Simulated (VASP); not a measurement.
Input of a VASP 6.6.1 run:

Contents of POSCAR:

```
Sr8Ti8NO23                              
1.0
    7.8804100000      0.0000000000      0.0000000000
    0.0000000000     -7.8804100000      0.0000000000
    0.0000000000      0.0000000000     -7.8804100000
  Sr              Ti              N               O             
     8     8     1    23
Direct
     0.2498857133449876    0.2443685891162820    0.2441063793155324
     0.2498578961895860    0.2512133995900417    0.7478344135196938
     0.2497912731335696    0.7488206331858879    0.2505512902225077
     0.2498719226165679    0.7553235921429767    0.7546694198469314
     0.7499355547848529    0.2503054354779223    0.2498814272550195
     0.7497800374813623    0.2495833607091039    0.7493989398524592
     0.7498761739132846    0.7501913413484561    0.2491430744947364
     0.7497612666616995    0.7492786128371256    0.7486351662106693
     0.9991143541673045    0.5000797960462668    0.4997123412949392
     0.0002585963446704    0.4998799716272038    0.9996607243562987
     0.0001698172855263    0.0000619590659994    0.4995184240722955
     0.9991959949453084    0.9999038910651173    0.9993882072124364
     0.5004873901694668    0.4992960562626287    0.4982471544419554
     0.4997362868580204    0.5000312638227040    0.9982797583487851
     0.4998291951044456    0.9992957239393974    0.4998105809653801
     0.5005429154552148    0.0000821457641933    0.9997559044898476
     0.2496169873466810    0.5006992981049461    0.4995615064264061
     0.2497988127541563    0.4999875641247513    0.0002453484095056
     0.2497702142249160    0.9998689780281876    0.4999745728401632
     0.2498838338707524    0.0000333304252304    0.9998642758555460
     0.7496382777770698    0.5001375437225714    0.5005203543031467
     0.7498025211494680    0.5000361389498533    0.9989722855488991
     0.7497914078582063    0.0005395896439204    0.4998949121274633
     0.7499153019198266    0.0000102634628700    0.9999654231622314
     0.9994645943458202    0.2491748171334318    0.4988501430201435
     0.9998494111046553    0.2498594966545309    0.9996088219527465
     0.9986999003650440    0.7512309983261716    0.5009689412497295
     0.9999474875345092    0.7502384612468781    0.0001084907572091
     0.4999074737343429    0.2491618073395128    0.4986778347028561
     0.4998988245074250    0.2497745225042773    0.9994628182574273
     0.5005731316450495    0.7511547759059577    0.5007957302425055
     0.4998063836294718    0.7501635667337071    0.0000047800255889
     0.9988516883991037    0.4990201794152543    0.2489433363347298
     0.9999852915391819    0.5011174739928886    0.7507490133508352
     0.9999442315704359    0.9998556255719953    0.2496507655486370
     0.9998385611468781    0.0003638532147651    0.7501490251143612
     0.5005684519299285    0.4987962006651477    0.2489234739186753
     0.4994300472748912    0.5009949971431489    0.7507247706057671
     0.4997940775837487    0.9997609662784208    0.2495219883564732
     0.4999112483325632    0.0002884694102723    0.7500468619894638
```

File INCAR.step1:

```
PREC     = Normal         # precision mode
ENCUT    = 400            # plane-wave cutoff, eV
EDIFF    = 1E-5           # SCF threshold, eV
ISMEAR   = 0              # smearing method
SIGMA    = 0.01           # smearing width, eV
LREAL    = Auto         
LASPH    = T              # aspherical terms in the spheres
NELM     = 150            # most SCF steps
ALGO     = Normal         # electronic algorithm
ISIF     = 2              # what is computed and relaxed
LWAVE    = T              # write WAVECAR
LCHARG   = F              # write CHGCAR
ISPIN    = 2              # spin polarisation
MAGMOM   = 0 0 0 0 0 0 0 0 0.333333 0 0 0 0.333333 0 0 0 0.333333 0 0 0 0 0 0 0 0 0 0 0 0 0 0 0 0 0 0 0 0 0 0 0 # initial moments
LORBIT   = 11             # projections on sites
LMAXMIX  = 4              # l up to which the mixer works
AMIX     = 0.2          
BMIX     = 1E-4         
AMIX_MAG = 0.8          
BMIX_MAG = 1E-4         
ICORELEVEL= 1            
GGA      = PE             # functional
LUSENCCL = F
```

The input INCAR.step2:

```
PREC     = Normal         # precision mode
ENCUT    = 400            # plane-wave cutoff, eV
EDIFF    = 1E-6           # SCF threshold, eV
ISMEAR   = 0              # smearing method
SIGMA    = 0.01           # smearing width, eV
LREAL    = Auto         
LASPH    = T              # aspherical terms in the spheres
NELM     = 150            # most SCF steps
ALGO     = Normal         # electronic algorithm
ISIF     = 2              # what is computed and relaxed
LWAVE    = F              # write WAVECAR
LCHARG   = F              # write CHGCAR
ISPIN    = 2              # spin polarisation
MAGMOM   = 0 0 0 0 0 0 0 0 0.333333 0 0 0 0.333333 0 0 0 0.333333 0 0 0 0 0 0 0 0 0 0 0 0 0 0 0 0 0 0 0 0 0 0 0 # initial moments
LORBIT   = 11             # projections on sites
LMAXMIX  = 4              # l up to which the mixer works
GGA      = PE             # functional
LHFCALC  = T              # exact exchange
HFSCREEN = 0.2            # screening, 1/A
PRECFOCK = Fast         
AMIX     = 0.2          
BMIX     = 1E-4         
AMIX_MAG = 0.8          
BMIX_MAG = 1E-4         
ICORELEVEL= 1            
ISTART   = 1            
LUSENCCL = F
```

File KPOINTS:

```
regular mesh
0
Gamma
  1 1 1
```

Potentials or basis: VASP PAW PBE potentials, release 64 (Sr_sv, Ti_sv, N, O).

Command:

```console
$ cat potpaw_PBE.64/Sr_sv/POTCAR potpaw_PBE.64/Ti_sv/POTCAR potpaw_PBE.64/N/POTCAR potpaw_PBE.64/O/POTCAR > POTCAR
$ cp INCAR.step1 INCAR
$ mpirun -np 1 vasp_gam > vasp.out
$ cp INCAR.step2 INCAR
$ mpirun -np 1 vasp_gam > vasp.out
```

Problem. What does it give for the band gap on the k mesh?

Solution. 1.63 eV, direct.

Problem. Estimate the site moments.

Solution. Sr +0.01, -0.00; Ti -0.03, -0.01, -0.00; N +0.49; O +0.01, -0.01, +0.03, +0.00, -0.00, +0.04 μB.

Problem. Estimate the net moment.

Solution. 1.00 μB per cell.

Core levels (eV, on the scale of the bands):
```tsv
atom	levels
1 Sr	1s -15923.5, 2s -2146.1, 2p -1905.5, 3s -322.0, 3p -244.4, 3d -116.3
2 Sr	1s -15923.4, 2s -2145.9, 2p -1905.3, 3s -321.9, 3p -244.2, 3d -116.1
3 Sr	1s -15923.4, 2s -2145.9, 2p -1905.3, 3s -321.9, 3p -244.2, 3d -116.1
4 Sr	1s -15923.5, 2s -2146.1, 2p -1905.5, 3s -322.0, 3p -244.4, 3d -116.3
5 Sr	1s -15923.5, 2s -2146.0, 2p -1905.4, 3s -321.9, 3p -244.3, 3d -116.2
6 Sr	1s -15923.5, 2s -2146.0, 2p -1905.4, 3s -322.0, 3p -244.3, 3d -116.2
```
